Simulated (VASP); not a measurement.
These are PW91 GGA, VASP's PBE PAW potentials (set 64) (plane waves; VASP) values and carry that method's errors.

The input files of a VASP run:

POSCAR:
```
Cr
1.0
  2.8800000000   0.0000000000   0.0000000000
  0.0000000000   2.8800000000   0.0000000000
  0.0000000000   0.0000000000   2.8800000000
Cr
2
Cart
  0.0000000000   0.0000000000   0.0000000000
  1.4400000000   1.4400000000   1.4400000000
```

**KPOINTS**
```
K-points
0
Gamma
 11 11 11
0 0 0
```

**INCAR**
```
ALGO  =  Normal
EDIFF  =  1E-6
EDIFFG  =  -0.01
ENCUT  =  520
GGA  =  91
IBRION  =  2
ISIF  =  3
ISMEAR  =  1
ISPIN  =  2
LASPH  =  T
LCHARG  =  F
LMAXMIX  =  4
LORBIT  =  10
LREAL  =  F
LWAVE  =  F
MAGMOM  =  1.5 -1.5
NELM  =  100
NSW  =  60
PREC  =  Accurate
SIGMA  =  0.1
SYSTEM  =  Cr
```

POTCAR, in this order: Cr_pv (PBE.64 set). Program: vasp_std.

What VASP printed:

OUTCAR:
```
 ion  position               nearest neighbor table
   1  0.000  0.000  0.000-   2 2.49   2 2.49   2 2.49   2 2.49   2 2.49   2 2.49   2 2.49   2 2.49
  LATTYP: Found a simple cubic cell.
 ALAT       =     2.8800000000
 Subroutine PRICEL returns following result:
  LATTYP: Found a body centered cubic cell.
 ALAT       =     2.8800000000
 Subroutine GETGRP returns: Found 48 space group operations
The static configuration has the point symmetry O_h .
The dynamic configuration has the point symmetry O_h .
The overall configuration has the point symmetry O_h .
 Subroutine INISYM returns: Found 48 space group operations
 Subroutine IBZKPT returns following result:
 Found     56 irreducible k-points:

 Following reciprocal coordinates:
            Coordinates               Weight
  0.000000  0.000000  0.000000      1.000000
  0.090909  0.000000  0.000000      6.000000
  0.181818  0.000000  0.000000      6.000000
  0.272727  0.000000  0.000000      6.000000
  0.363636  0.000000  0.000000      6.000000
  0.454545  0.000000  0.000000      6.000000
  0.090909  0.090909  0.000000     12.000000
  0.181818  0.090909  0.000000     24.000000
  0.272727  0.090909  0.000000     24.000000
  0.363636  0.090909  0.000000     24.000000
  0.454545  0.090909  0.000000     24.000000
  0.181818  0.181818  0.000000     12.000000
  0.272727  0.181818  0.000000     24.000000
  0.363636  0.181818  0.000000     24.000000
  0.454545  0.181818  0.000000     24.000000
  0.272727  0.272727  0.000000     12.000000
  0.363636  0.272727  0.000000     24.000000
  0.454545  0.272727  0.000000     24.000000
  0.363636  0.363636  0.000000     12.000000
  0.454545  0.363636  0.000000     24.000000
  0.454545  0.454545  0.000000     12.000000
  0.090909  0.090909  0.090909      8.000000
  0.181818  0.090909  0.090909     24.000000
...
```

**OSZICAR**
```
       N       E                     dE             d eps       ncg     rms          rms(c)
DAV:   1     0.229894010931E+03    0.22989E+03   -0.14307E+04  3600   0.182E+03
DAV:   2    -0.137703259355E+02   -0.24366E+03   -0.24205E+03  3792   0.500E+02
DAV:   3    -0.219041465506E+02   -0.81338E+01   -0.80525E+01  4664   0.104E+02
DAV:   4    -0.220114751186E+02   -0.10733E+00   -0.10725E+00  4320   0.121E+01
DAV:   5    -0.220136222902E+02   -0.21472E-02   -0.21472E-02  4968   0.134E+00    0.181E+01
DAV:   6    -0.189521720838E+02    0.30615E+01   -0.19360E+01  3952   0.525E+01    0.488E+00
DAV:   7    -0.189652234468E+02   -0.13051E-01   -0.27405E-01  3952   0.737E+00    0.286E+00
DAV:   8    -0.189627240914E+02    0.24994E-02   -0.18146E-02  4696   0.174E+00    0.111E+00
DAV:   9    -0.189544958861E+02    0.82282E-02   -0.15968E-02  4472   0.128E+00    0.268E-01
DAV:  10    -0.189551778209E+02   -0.68193E-03   -0.14961E-03  4744   0.476E-01    0.109E-01
DAV:  11    -0.189552900868E+02   -0.11227E-03   -0.11255E-03  5152   0.203E-01    0.773E-02
DAV:  12    -0.189553757459E+02   -0.85659E-04   -0.17107E-03  4552   0.271E-01    0.330E-02
DAV:  13    -0.189553928240E+02   -0.17078E-04   -0.14955E-04  4536   0.939E-02    0.205E-02
DAV:  14    -0.189553987672E+02   -0.59431E-05   -0.41749E-05  4496   0.371E-02    0.125E-02
DAV:  15    -0.189554017916E+02   -0.30244E-05   -0.95730E-05  4688   0.599E-02    0.204E-03
DAV:  16    -0.189554016754E+02    0.11623E-06   -0.18025E-06  1840   0.119E-02
   1 F= -.18955402E+02 E0= -.18955709E+02  d E =-.189554E+02  mag=     0.0000
       N       E                     dE             d eps       ncg     rms          rms(c)
DAV:   1    -0.201852432033E+02   -0.12298E+01   -0.26872E+01  3680   0.758E+01    0.103E+01
DAV:   2    -0.189742357285E+02    0.12110E+01   -0.79343E+00  3776   0.330E+01    0.266E+00
DAV:   3    -0.189597699642E+02    0.14466E-01   -0.90660E-02  4016   0.394E+00    0.154E+00
DAV:   4    -0.189530831055E+02    0.66869E-02   -0.58206E-03  4160   0.987E-01    0.907E-01
DAV:   5    -0.189499649030E+02    0.31182E-02   -0.89156E-03  4352   0.104E+00    0.108E-01
DAV:   6    -0.189500714037E+02   -0.10650E-03   -0.87599E-04  4192   0.287E-01    0.858E-02
DAV:   7    -0.189501312753E+02   -0.59872E-04   -0.14889E-03  4720   0.329E-01    0.527E-02
DAV:   8    -0.189501440297E+02   -0.12754E-04   -0.86220E-05  4432   0.663E-02    0.434E-02
DAV:   9    -0.189501352792E+02    0.87505E-05   -0.34926E-05  4848   0.532E-02    0.460E-02
DAV:  10    -0.189501782296E+02   -0.42950E-04   -0.67877E-04  4720   0.193E-01    0.321E-02
DAV:  11    -0.189502346549E+02   -0.56425E-04   -0.34060E-03  4752   0.422E-01    0.907E-03
DAV:  12    -0.189502407883E+02   -0.61334E-05   -0.10773E-04  4352   0.807E-02    0.716E-03
DAV:  13    -0.189502406453E+02    0.14291E-06   -0.26156E-06  2480   0.230E-02
   2 F= -.18950241E+02 E0= -.18950293E+02  d E =0.516103E-02  mag=    -0.0000
       N       E                     dE             d eps       ncg     rms          rms(c)
DAV:   1    -0.193421017059E+02   -0.39186E+00   -0.84081E+00  3728   0.440E+01    0.503E+00
DAV:   2    -0.189739690423E+02    0.36813E+00   -0.26442E+00  3776   0.178E+01    0.115E+00
DAV:   3    -0.189674110882E+02    0.65580E-02   -0.32494E-02  4000   0.224E+00    0.678E-01
DAV:   4    -0.189657126585E+02    0.16984E-02   -0.25133E-03  4752   0.548E-01    0.382E-01
DAV:   5    -0.189652020524E+02    0.51061E-03   -0.79074E-03  4480   0.735E-01    0.939E-02
DAV:   6    -0.189653908127E+02   -0.18876E-03   -0.14795E-03  4400   0.235E-01    0.924E-02
DAV:   7    -0.189655803628E+02   -0.18955E-03   -0.29203E-03  4720   0.376E-01    0.521E-02
DAV:   8    -0.189656600503E+02   -0.79688E-04   -0.16936E-03  4656   0.259E-01    0.298E-02
DAV:   9    -0.189656776812E+02   -0.17631E-04   -0.69811E-04  4688   0.174E-01    0.128E-02
DAV:  10    -0.189656765098E+02    0.11714E-05   -0.92322E-05  4496   0.645E-02    0.300E-03
DAV:  11    -0.189656770887E+02   -0.57886E-06   -0.12914E-06  2240   0.162E-02
   3 F= -.18965677E+02 E0= -.18966074E+02  d E =-.102754E-01  mag=    -0.0000
```

File OUTCAR:
```
------------------------ aborting loop because EDIFF is reached ----------------------------------------
  FORCE on cell =-STRESS in cart. coord.  units (eV):
  Direction    XX          YY          ZZ          XY          YZ          ZX
  --------------------------------------------------------------------------------------
  Total        0.0037380      0.0037380      0.0037380      0.0000000      0.0000000     -0.0000000
  in kB        0.2572665      0.2572665      0.2572665      0.0000000      0.0000000     -0.0000000
  external PRESSURE =       0.2572665 kB  Pullay stress =       0.0000000 kB
  volume of cell :       23.28
      direct lattice vectors                 reciprocal lattice vectors
     2.855330441  0.000000000  0.000000000     0.350222162 -0.000000000  0.000000000
     0.000000000  2.855330441  0.000000000    -0.000000000  0.350222162  0.000000000
    -0.000000000 -0.000000000  2.855330441    -0.000000000 -0.000000000  0.350222162
 POSITION                                       TOTAL-FORCE (eV/Angst)
 -----------------------------------------------------------------------------------
      0.00000      0.00000      0.00000         0.000000      0.000000     -0.000000
      1.42767      1.42767      1.42767        -0.000000     -0.000000      0.000000
 -----------------------------------------------------------------------------------
    total drift:                                0.000000      0.000000     -0.000000
  FREE ENERGIE OF THE ION-ELECTRON SYSTEM (eV)
  ---------------------------------------------------
  free  energy   TOTEN  =       -18.9656770887 eV

  energy  without entropy=      -18.9668691110  energy(sigma->0) =      -18.96607443

 total charge

# of ion       s       p       d       tot
------------------------------------------
    1        0.427   6.396   4.222  11.045
    2        0.427   6.396   4.222  11.045
--------------------------------------------------
tot          0.854  12.793   8.444  22.090

 magnetization (x)

# of ion       s       p       d       tot
------------------------------------------
    1        0.008   0.003   0.752   0.764
    2       -0.008  -0.003  -0.752  -0.764
--------------------------------------------------
tot          0.000   0.000   0.000   0.000

 reached required accuracy - stopping structural energy minimisation
```
(Selected blocks of OUTCAR.)

CONTCAR:
```
Cr
   1.00000000000000
     2.8553304405509303    0.0000000000000000    0.0000000000000000
     0.0000000000000000    2.8553304405509303    0.0000000000000000
    -0.0000000000000000   -0.0000000000000000    2.8553304405509303
  Cr
     2
Direct
     0.0000000000000000    0.0000000000000000    0.0000000000000000
     0.5000000000000000    0.5000000000000000    0.5000000000000000
```

Energy and stress use the plane-wave basis of the starting cell.

The compound is Cr in the bcc, AFM order structure. This run relaxes it. Symmetry was kept, so distortions that lower it aren't found.
